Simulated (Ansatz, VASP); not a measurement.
# Cross-check of CaZr between VASP and Ansatz

Aim: how closely do two programs agree when they are given the same cell, functional and k mesh? The cell is invented: As first built, before any earlier steps moved the atoms (in the runner's words): it takes the CaPb structure with some of its atoms replaced by other elements, volume scaled by an estimate. It may not be a known or stable phase. The cell is taken from a series of VASP runs on this material, whose earlier steps may have relaxed, scaled or displaced it; both programs get it as it stands.

Calculated with Ansatz 0.2.0; plane waves, with VASP 6.6.1 beside it; band structure at BLYP and single point at BLYP.

### 1. The structure

It takes space group P4/mmm (No. 123, tetragonal). The conventional cell has a = 3.296 Å, b = 3.296 Å, c = 5.324 Å, α = 90.00°, β = 90.00°, γ = 90.00°. Zr has 4 Zr at 3.30 Å and 8 Ca at 3.54 Å nearest. Ca has 4 Ca at 3.30 Å and 8 Zr at 3.54 Å nearest. As first built, before any earlier steps moved the atoms (in the runner's words): sites of the CaPb structure (space group 123) filled with other elements, volume scaled by an estimate. Farther neighbours are not listed.

Structure file:

```
Zr Ca
1.0
     3.29606    0.00000    0.00000
     0.00000    3.29606    0.00000
     0.00000    0.00000    5.32441
Zr Ca
1 1
Direct
  0.00000 0.00000 0.50000
  0.50000 0.50000 0.00000
```

### 2. VASP: band structure, BLYP

With cell and atoms fixed, the geometry can't cause a difference; cores, projectors, grids and the points listed under the comparison can.

Lines of VASP's logs that name or quote its potential files are left out, and so is its time.

INCAR

```
SYSTEM = CaZr
PREC = Accurate
ENCUT = 400
EDIFF = 1E-06
NELM = 100
ISMEAR = 1
SIGMA = 0.2
LREAL = .FALSE.
ALGO = Normal
GGA = B5
ALDAX = 1
AGGAX = 1
AGGAC = 1
ALDAC = 0
LORBIT = 11
LWAVE = .FALSE.
LCHARG = .FALSE.
```

POSCAR

```
CaZr
1.0
    3.2960621418      0.0000000000      0.0000000000
    0.0000000000      3.2960621418      0.0000000000
    0.0000000000      0.0000000000      5.3244053138
Zr Ca
1 1
Direct
    0.0000000000      0.0000000000      0.5000000000
    0.5000000000      0.5000000000      0.0000000000
```

KPOINTS

```
Automatic mesh
0
Gamma
6 6 4
0 0 0
```

KPOINTS_OPT

```
Line mode
16
Line-mode
Reciprocal
  0.00000000   0.00000000   0.00000000 GAMMA
  0.00000000   0.50000000   0.00000000 X

  0.00000000   0.50000000   0.00000000 X
  0.50000000   0.50000000   0.00000000 M

  0.50000000   0.50000000   0.00000000 M
  0.00000000   0.00000000   0.00000000 GAMMA

  0.00000000   0.00000000   0.00000000 GAMMA
  0.00000000   0.00000000   0.50000000 Z

  0.00000000   0.00000000   0.50000000 Z
  0.00000000   0.50000000   0.50000000 R

  0.00000000   0.50000000   0.50000000 R
  0.50000000   0.50000000   0.50000000 A

  0.50000000   0.50000000   0.50000000 A
  0.00000000   0.00000000   0.50000000 Z

  0.00000000   0.50000000   0.00000000 X
  0.00000000   0.50000000   0.50000000 R

  0.50000000   0.50000000   0.00000000 M
  0.50000000   0.50000000   0.50000000 A
```

The projector-augmented-wave data sets are Zr_sv and Ca_sv (PBE family, release 64).

The run is started by

```bash
$ mpirun -np 1 vasp_std
```

Numbers of over 12 decimals in the logs are rounded to 6 here.

The log of the run:

```text
[banner, memory and clock lines left out]
running    1 mpi-ranks, on    1 nodes
 distrk:  each k-point on    1 cores,    1 groups
 distr:  one band on    1 cores,    1 groups

 POSCAR found type information on POSCAR ZrCa
 POSCAR found :  2 types and       2 ions
|                                                                             |
|               ----> ADVICE to this user running VASP <----                  |
|                                                                             |
|     You enforced a specific xc type in the INCAR file but a different       |
|     [... a line on the potential file left out ...]
|     I HOPE YOU KNOW WHAT YOU ARE DOING!                                     |
|                                                                             |

 LDA part: xc-table for (Slater(with rela. corr.)+VWN5), standard interpolation
 POSCAR, INCAR and KPOINTS ok, starting setup
 FFT: planning ... GRIDC
 FFT: planning ... GRID_SOFT
 FFT: planning ... GRID
 WAVECAR not read
 entering main loop
       N       E                     dE             d eps       ncg     rms          rms(c)
DAV:   1     0.179140243500E+03    0.17914E+03   -0.10625E+04   900   0.118E+03
DAV:   2     0.279506018018E+01   -0.17635E+03   -0.17486E+03  1098   0.355E+02
DAV:   3    -0.839420927988E+01   -0.11189E+02   -0.11052E+02  1740   0.685E+01
DAV:   4    -0.866013953535E+01   -0.26593E+00   -0.26598E+00  1056   0.114E+01
DAV:   5    -0.867063445791E+01   -0.10495E-01   -0.10493E-01  1507   0.153E+00    0.681E+00
DAV:   6    -0.799249837305E+01    0.67814E+00   -0.12256E+01  1068   0.127E+01    0.314E+00
DAV:   7    -0.783425427589E+01    0.15824E+00   -0.10033E+00  1280   0.426E+00    0.212E+00
DAV:   8    -0.782938482977E+01    0.48694E-02   -0.30039E-01  1159   0.268E+00    0.387E-01
DAV:   9    -0.782504587277E+01    0.43390E-02   -0.94742E-02  1260   0.125E+00    0.244E-01
DAV:  10    -0.782498345485E+01    0.62418E-04   -0.49990E-03  1233   0.400E-01    0.873E-02
DAV:  11    -0.782509689942E+01   -0.11344E-03   -0.12189E-03  1444   0.179E-01    0.392E-02
DAV:  12    -0.782510351913E+01   -0.66197E-05   -0.96948E-05  1202   0.693E-02    0.848E-03
DAV:  13    -0.782510400705E+01   -0.48792E-06   -0.10127E-05  1026   0.173E-02    0.324E-03
DAV:  14    -0.782510409818E+01   -0.91134E-07   -0.13699E-06   814   0.847E-03
   1 F= -.78251041E+01 E0= -.78277347E+01  d E =0.789181E-02
 Start KPOINTS_OPT (optional k-point list driver)
k-point batch [1-30\144]
       N       E                     dE             ncg
DAV:   1    -0.508037570275E+04   -0.19485E+05      900
DAV:   2    -0.104479106856E+05   -0.53675E+04     1076
DAV:   3    -0.107889527383E+05   -0.34104E+03     1777
DAV:   4    -0.107980597413E+05   -0.91070E+01     1104
DAV:   5    -0.107984309895E+05   -0.37125E+00     1544
DAV:   6    -0.107984330988E+05   -0.21093E-02     1160
DAV:   7    -0.107984331625E+05   -0.63648E-04     1560
DAV:   8    -0.107984331632E+05   -0.75821E-06      999
[...]
k-point batch [121-144\144]
       N       E                     dE             ncg
DAV:   1    -0.623710496469E+03   -0.22621E+05      720
DAV:   2    -0.464883510974E+04   -0.40251E+04      818
DAV:   3    -0.490951295050E+04   -0.26068E+03     1433
DAV:   4    -0.491773524299E+04   -0.82223E+01      867
DAV:   5    -0.491817447168E+04   -0.43923E+00     1213
DAV:   6    -0.491817768416E+04   -0.32125E-02      916
DAV:   7    -0.491817776353E+04   -0.79372E-04     1215
DAV:   8    -0.491817776536E+04   -0.18351E-05      812
DAV:   9    -0.491817776547E+04   -0.10239E-06      759
```

OUTCAR, selected parts (step 2):

```text
ion  position               nearest neighbor table
   1  0.000  0.000  0.500-
   2  0.500  0.500  0.000-

  LATTYP: Found a simple tetragonal cell.
 ALAT       =     3.2960621418
 C/A-ratio  =     1.6153837776

 Subroutine GETGRP returns: Found 16 space group operations
 (whereof 16 operations were pure point group operations)

The static configuration has the point symmetry D_4h.

 Found     30 irreducible k-points:

   k-points           NKPTS =     30   k-points in BZ     NKDIM =     30   number of bands    NBANDS=     15

   dimension x,y,z NGX =    24 NGY =   24 NGZ =   36
   dimension x,y,z NGXF=    48 NGYF=   48 NGZF=   72

   ENCUT  =  400.0 eV  29.40 Ry    5.42 a.u.   5.38  5.38  8.68*2*pi/ulx,y,z

   NELECT =      22.0000    total number of electrons

 k-points in reciprocal lattice and weights: Automatic mesh
   0.00000000  0.00000000  0.00000000       0.007
   0.16666667  0.00000000  0.00000000       0.028
   0.33333333  0.00000000  0.00000000       0.028
   0.50000000  0.00000000  0.00000000       0.014
   0.16666667  0.16666667  0.00000000       0.028
   0.33333333  0.16666667  0.00000000       0.056
   0.50000000  0.16666667  0.00000000       0.028
   0.33333333  0.33333333  0.00000000       0.028
   0.50000000  0.33333333  0.00000000       0.028
[...]
0.50000000  0.33333333  0.50000000       0.028
   0.50000000  0.50000000  0.50000000       0.007

 average (electrostatic) potential at core
       1 -78.6073       2 -44.3028

 E-fermi :   5.4774

 k-point     1 :       0.0000    0.0000    0.0000
  band No.  band energies     occupation
    ...
      7     -16.3733      2.00000
      8     -16.3733      2.00000
      9       0.8988      2.00000
     10       3.7978      2.00000
     11       4.5732      2.00000
     12       6.7871     -0.00000
     13       7.4336     -0.00000
     14       7.4907     -0.00000
     15       7.4907     -0.00000

 k-point     2 :       0.1667    0.0000    0.0000
  band No.  band energies     occupation
    ...
      7     -16.4529      2.00000
      8     -16.3647      2.00000
      9       1.3903      2.00000
     10       4.1860      2.00000
     11       4.8941      2.00030
     12       6.0923     -0.00012
     13       7.3095     -0.00000
     14       7.6028     -0.00000
     15       7.6477     -0.00000

 k-point     3 :       0.3333    0.0000    0.0000
  band No.  band energies     occupation
    ...
      8     -16.3473      2.00000
      9       2.6488      2.00000
     10       4.8922      2.00028
     11       5.2189      2.06963
     12       5.4209      1.45767
     13       6.7062     -0.00000
     14       7.5324     -0.00000
     15       7.8414     -0.00000

  Total       -0.0156404     -0.0156404      0.0139431      0.0000000      0.0000000     -0.0000000
  in kB       -0.4332074     -0.4332074      0.3861960      0.0000000      0.0000000     -0.0000000
  external PRESSURE =      -0.1600729 kB  Pullay stress =       0.0000000 kB

  energy-cutoff  :      400.00
  volume of cell :       57.84
      direct lattice vectors                 reciprocal lattice vectors
     3.296062142  0.000000000  0.000000000     0.303392338  0.000000000  0.000000000
     0.000000000  3.296062142  0.000000000     0.000000000  0.303392338  0.000000000
     0.000000000  0.000000000  5.324405314     0.000000000  0.000000000  0.187814402

 POSITION                                       TOTAL-FORCE (eV/Angst)
 -----------------------------------------------------------------------------------
      0.00000      0.00000      2.66220         0.000000      0.000000      0.000000
      1.64803      1.64803      0.00000         0.000000      0.000000      0.000000
 -----------------------------------------------------------------------------------
    total drift:                                0.000000     -0.000000     -0.000000

  FREE ENERGIE OF THE ION-ELECTRON SYSTEM (eV)
  ---------------------------------------------------
  free  energy   TOTEN  =        -7.8251040982 eV

  energy  without entropy=       -7.8329959083  energy(sigma->0) =       -7.82773470

 total charge
# of ion       s       p       d       tot
------------------------------------------
    1        2.225   5.907   1.649   9.782
    2        2.090   5.835   0.294   8.219
--------------------------------------------------
tot          4.315  11.743   1.943  18.001

[... 3 further parts left out ...]
```

The run ends at a pressure of -0.02 GPa.

### 3. Ansatz: band structure, BLYP

Ansatz runs on its default PAW (the set named soft_2) files.

The same cell, functional (in two slightly different forms), mesh and smearing now go to Ansatz, which takes its cutoff from its data sets.

input.yaml

```yaml
crystal:
  lattice:
    - [3.2960621418, 0.0, 0.0]
    - [0.0, 3.2960621418, 0.0]
    - [0.0, 0.0, 5.3244053138]
  atoms:
    - { symbol: Zr, position: [0.0, 0.0, 0.5] }
    - { symbol: Ca, position: [0.5, 0.5, 0.0] }
hamiltonian:
  xc: blyp
  pseudopotentials: { kind: paw }
kpoints:
  mp_grid: { grid: [6, 6, 4] }
  band_path:
    path:
      - [0.0, 0.0, 0.0]
      - [0.0, 0.13333, 0.0]
      - [0.0, 0.3, 0.0]
      - [0.0, 0.46667, 0.0]
      - [0.1, 0.5, 0.0]
      - [0.26667, 0.5, 0.0]
      - [0.43333, 0.5, 0.0]
      - [0.43333, 0.43333, 0.0]
      - [0.26667, 0.26667, 0.0]
      - [0.1, 0.1, 0.0]
      - [0.0, 0.0, 0.03333]
      - [0.0, 0.0, 0.2]
      - [0.0, 0.0, 0.36667]
      - [0.0, 0.0, 0.5]
      - [0.0, 0.16667, 0.5]
      - [0.0, 0.3, 0.5]
      - [0.0, 0.46667, 0.5]
      - [0.1, 0.5, 0.5]
      - [0.26667, 0.5, 0.5]
      - [0.43333, 0.5, 0.5]
      - [0.43333, 0.43333, 0.5]
      - [0.26667, 0.26667, 0.5]
      - [0.1, 0.1, 0.5]
      - [0.0, 0.5, 0.03333]
      - [0.0, 0.5, 0.2]
      - [0.0, 0.5, 0.36667]
      - [0.5, 0.5, 0.0]
      - [0.5, 0.5, 0.16667]
      - [0.5, 0.5, 0.33333]
      - [0.5, 0.5, 0.5]
    npoints: 1
scf:
  occupations: { method: methfessel_paxton, width: 0.2 }
  n_extra_bands: 7
output:
  forces: true
  stress: true
  eigenvalues: true
```

The run is started by

```bash
$ ansatz run input.yaml --threads 2 --pin off --max-ram 4608MiB --backend cpu --events-out ev --progress --plain --runs-dir out
```

The log of the run:

```text
scf.n_extra_bands = 7 over 11 filled bands (N_el = 22.0): the run solves 18 bands
Engine: ansatz 0.2.0, aarch64-unknown-linux-gnu
Pseudopotentials: kind: paw
Pseudopotential: Zr, paw, valence charge 12, recommended cutoff 420 eV (normal), Zr.paw.azcp
Pseudopotential: Ca, paw, valence charge 10, recommended cutoff 420 eV (normal), Ca.paw.azcp
Functional definition: BLYP
  parameter beta = 0.0042
  parameter a = 0.04918
  parameter b = 0.132
  parameter c = 0.2533
  parameter d = 0.349
  exchange = b88_x(beta = beta)
  correlation = lyp_c(a = a, b = b, c = c, d = d)
Crystal: 2 atoms, lattice volume = 57.844 Å³
Basis set: ecut = 420 eV, 1137 PW (Γ), exchange–correlation on 48×48×72 points (8 copies of the dense FFT grid, shifted against one another)
Bands: 18, of which v1, the nominal top of the filled ones, is band 11 counted from 1 (10 counted from 0)
Symmetry: 16 space group operations
Space group: P4/mmm (ITA 123), of the structure as read, at distance tolerance 3.9e-5 Å
k-points: 30 of 144
Non-local potential: Zr, projectors of the file, l = 0: 3, l = 1: 2, l = 2: 2, l = 3: 2
Non-local potential: Ca, projectors of the file, l = 0: 3, l = 1: 2, l = 2: 2
PAW form: soft (Blöchl's): semilocal exchange-correlation on the pseudo side does not see the compensation charge
PAW frozen core: Zr, regenerated for the run's functional, and the local potential with it (the file was generated under x = pbe(κ = 0.804, μ = 0.219515), c = pbe(β = 0.066725))
PAW frozen core: Ca, regenerated for the run's functional, and the local potential with it (the file was generated under x = pbe(κ = 0.804, μ = 0.219515), c = pbe(β = 0.066725))
PAW one-centre angular grid: Zr, 590 points (default); XC on 64 Gauss nodes
PAW one-centre angular grid: Ca, 110 points (default); XC on 64 Gauss nodes
Initial density: superposition of atomic densities (neutral atoms: chi_scale 0, normalization atom), corrected by the library's trained network
Initial wavefunctions: pseudopotential atomic-orbital guess
Functional: x = b88, c = lyp
SCF iter   1: F=—  HF=-6018.384367 eV  |F-HF|=—  |Δ(HF+E_count)|=         —  Δρ=9.07e-3  dr2=1.24e-1  ethr=1.77e-3  ⟨swp⟩=7.5  Hψ=3361  notcnv=0
preconditioner: auto → Kerker (q_TF=auto, 2.322 Å⁻¹)  [metal: Δε(μ)=0.078 eV  Ē_g=3.673 eV  σ=0.200 eV  W_gap=0.30  n_scr=14 (ndim 8)  ℏωp=12.0 eV  f_vac=0.000  D(μ)=2.89/eV (n_scr^D=28)]
SCF iter   2: F=—  HF=-6018.370422 eV  |F-HF|=—  |Δ(HF+E_count)|=   1.39e-2  S|Δr|=    0.00e0  Δρ=3.87e-3  dr2=1.08e-2  ethr=5.63e-4  ⟨swp⟩=1.0  Hψ=780  notcnv=0
SCF iter   3: F=—  HF=-6018.369428 eV  |F-HF|=—  |Δ(HF+E_count)|=   9.95e-4  S|Δr|=    0.00e0  Δρ=1.79e-3  dr2=2.28e-3  ethr=4.92e-5  ⟨swp⟩=2.2  Hψ=659  notcnv=0
SCF iter   4: F=—  HF=-6018.369640 eV  |F-HF|=—  |Δ(HF+E_count)|=   2.13e-4  S|Δr|=    0.00e0  Δρ=3.66e-4  dr2=9.43e-5  ethr=1.04e-5  ⟨swp⟩=2.1  Hψ=600  notcnv=0
SCF iter   5: F=—  HF=-6018.369690 eV  |F-HF|=—  |Δ(HF+E_count)|=   4.94e-5  S|Δr|=    0.00e0  Δρ=8.97e-5  dr2=5.04e-6  ethr=4.29e-7  ⟨swp⟩=2.1  Hψ=654  notcnv=0
SCF iter   6: F=—  HF=-6018.369694 eV  |F-HF|=—  |Δ(HF+E_count)|=   4.35e-6  S|Δr|=    0.00e0  Δρ=2.29e-5  dr2=3.26e-7  ethr=2.29e-8  ⟨swp⟩=2.0  Hψ=734  notcnv=0
SCF iter   7: F=-6018.369694 eV  HF=-6018.369694 eV  |F-HF|=2.26e-8  |Δ(HF+E_count)|=   3.13e-7  S|Δr|=    0.00e0  Δρ=6.09e-6  dr2=2.66e-8  ethr=4.55e-10  ⟨swp⟩=8.1  Hψ=2657  notcnv=0
SCF 1 converged in 7 iterations: F = -6018.369694 eV  dr2 = 2.66e-8
  greatest PAW one-centre occupation: 0.996 electrons in one spin orbital (limit 2), on the Ca atom at site 1 (counted from 0), in its partial waves of l = 0
NSCF: frozen V_eff on 30 k-points
SCF converged after 7 iterations
Stability not checked: this state was not tested for a lower state beside it, because cold or Methfessel-Paxton smearing, or corrected tetrahedra, fill the levels in a way that the test cannot read (fill_not_monotonic; see scf.lower_state_search)
Free energy (F): -6018.369694 eV
Harris-Foulkes:  -6018.369694 eV  (|F-HF|=2.26e-8)
Internal energy: -6018.377437 eV  (E = F + TS)
E sigma→0 (E₀):  -6018.371630 eV
Entropy (-TS):   0.007742 eV (3.871 meV/atom)
Fermi energy:    9.668217 eV
Step filling:    the computed levels leave a gap of 0.0100 eV = 0.1 smearing widths at the electron count; against every level under it full and every level over it empty, smearing changes F+E_penalty+E_count by +0.520 meV and its σ→0 estimate by -1.415 meV
--- Per-component energies (eV) ---
  E_band       = -267.911527
  E_kinetic    = 609.542218
  E_local      = -1478.541509  (includes V_loc(G=0)·N_el)
  E_nonlocal   = 146.901655
  E_hartree    = 476.817500
  E_xc         = -292.885615
  E_vxc        = -353.940247  (∫ρ·V_xc dr)
  E_paw        = -3835.970246  (= ΣΔE_a)
  E_vpaw       = -145.510961  (= ΣTr[D̂ρ^β])
  E_aug_tail   = 0.000021  (compensation charges beyond the density's cutoff)
  E_ewald      = -1644.340128
  E_core_change = 0.098666  (= ΣΔE_core)
  E_smearing   = 0.007742  (= −TS)
  E_closure    = 0.000000  (closes the sum)
  Σ components = -6018.369694   (vs F -6018.369694, Δ=0.00e0)
--- Forces (eV/Å), atoms counted from 1 ---
  atom   1  Zr    -0.00000000     0.00000000     0.00000000
  atom   2  Ca     0.00000000     0.00000000     0.00000000
  max |Σ_I F_I| component: 2.45e-29 eV/Å
--- Stress (GPa, compression-positive) ---
       -0.009652       0.000000       0.000000
        0.000000      -0.009652       0.000000
        0.000000       0.000000       0.053327
  P = ⅓ Tr σ = 0.0113 GPa (0.113 kbar)
--- Band table (eV; the first three rows and the last of 30) ---
  k-point 0: bands = [... 7 lower, -12.2046, 5.0722, 7.9868, 8.7704, 10.9649, 11.6329, 11.6874, 11.6874, ... 3 higher]
  k-point 1: bands = [... 7 lower, -12.2051, 5.4823, 7.7532, 8.8522, 10.3594, 11.4320, 11.8522, 11.8522, ... 3 higher]
  k-point 2: bands = [... 7 lower, -12.2057, 6.2839, 6.9993, 8.9445, 10.0775, 11.2277, 12.0130, 12.0700, ... 3 higher]
  k-point 29: bands = [... 7 lower, -12.2146, 8.3076, 9.5178, 9.5178, 9.6324, 11.0740, 11.0740, 11.3248, ... 3 higher]
```

Elapsed: 1.7 s, on 2 threads of Arm Neoverse V2, shared host; peak memory 0.32 GiB.

### 4. Differences

Known differences besides the potentials themselves: the cutoff is 420 eV in Ansatz and 400 eV in VASP; Ansatz makes its cores anew for this functional, VASP keeps those of its PBE data sets; VASP leaves aspherical gradient terms in its spheres out (LASPH is not set), Ansatz keeps them; VASP's log shows a relativistic correction to its local exchange, Ansatz's none. Total energies have different zeros and are not compared.

Compared:

```tsv
quantity	Ansatz	VASP	difference
pressure (GPa)	0.01	-0.02	+0.03
```

Levels from 3 eV below to 2 eV above the Fermi level differ by 6 meV r.m.s. and 21 meV at most; each VASP level is matched to the nearest of Ansatz, which flatters the figure a little. Ansatz's pressure holds a Pulay correction of 0.01 GPa; VASP's holds none.

[end of part 1 of 2]

[Lines on the potential files, build, host, timing and source positions are cut from VASP's logs without a mark.]

[Logs are printed without paths, hosts, clocks, repeated set-up lines and the standing remarks that a program may print on its own settings, such as how far it seeks lower states.]

[Hosts, paths, dates, database ids (printed as entryN), source tags and the programs' standing remarks are cut or masked in the printed files.]
